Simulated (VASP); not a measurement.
A convergence study with VASP on GaN (wurtzite): one setting is varied, all else stays as given below, so the limit is that of these other settings.

```
GaN
1.0
    1.59500    -2.76262     0.00000
    1.59500     2.76262     0.00000
    0.00000     0.00000     5.19000
Ga N
2 2
Cartesian
  1.59500  -0.92088   2.59500
  1.59500   0.92088   0.00000
  1.59500  -0.92088   4.55163
  1.59500   0.92088   1.95663
```

Computed with LDA (Ceperley-Alder, Perdew-Zunger), VASP's LDA PAW potentials (set 64) (plane waves; VASP). The tightest run used: 700 eV cut-off, 17×17×9 Γ-centred mesh, Gaussian smearing of 0.050 eV, potentials Ga_d N.

Task: The settings run are 1×1×1 mesh; 2×2×1 mesh; 3×3×2 mesh; 4×4×2 mesh; 5×5×3 mesh; 6×6×3 mesh; 8×8×4 mesh; 9×9×5 mesh; 10×10×6 mesh; 11×11×6 mesh; 12×12×7 mesh; 13×13×7 mesh; 14×14×8 mesh; 15×15×8 mesh; 16×16×9 mesh; 17×17×9 mesh. From which on does the stress (every component) stay within 0.2 GPa of the tightest run?

Result: From 5×5×3 mesh on: it is off by 0.15 there and by no more than 0.2 in any finer run, while 4×4×2 mesh is off by 0.39.
| setting | E (eV/atom) | pressure (GPa) | irreducible k-points | difference judged (GPa) |
|---|---|---|---|---|
| 1×1×1 mesh | -2.6732 | 22.41 | 1 | 38.43 |
| 2×2×1 mesh | -6.6665 | -6.91 | 2 | 14.70 |
| 3×3×2 mesh | -6.8964 | -5.46 | 6 | 1.27 |
| 4×4×2 mesh | -6.9563 | -5.67 | 8 | 0.39 |
| 5×5×3 mesh | -6.9683 | -5.63 | 10 | 0.15 |
| 6×6×3 mesh | -6.9713 | -5.61 | 14 | 0.06 |
| 8×8×4 mesh | -6.9731 | -5.59 | 30 | 0.02 |
| 9×9×5 mesh | -6.9732 | -5.57 | 36 | 0.01 |
| 10×10×6 mesh | -6.9733 | -5.58 | 56 | 0.00 |
| 11×11×6 mesh | -6.9733 | -5.58 | 64 | 0.00 |
| 12×12×7 mesh | -6.9733 | -5.58 | 76 | 0.00 |
| 13×13×7 mesh | -6.9733 | -5.58 | 84 | 0.00 |
| 14×14×8 mesh | -6.9733 | -5.58 | 120 | 0.00 |
| 15×15×8 mesh | -6.9733 | -5.58 | 135 | 0.00 |
| 16×16×9 mesh | -6.9733 | -5.58 | 150 | 0.00 |
| 17×17×9 mesh | -6.9733 | -5.58 | 165 | 0.00 |

Left out are rungs that failed or repeat a setting and relaxations that didn't move; long series are thinned to 24 rows.

The compound is GaN in the wurtzite structure. The cell was not relaxed at this level.
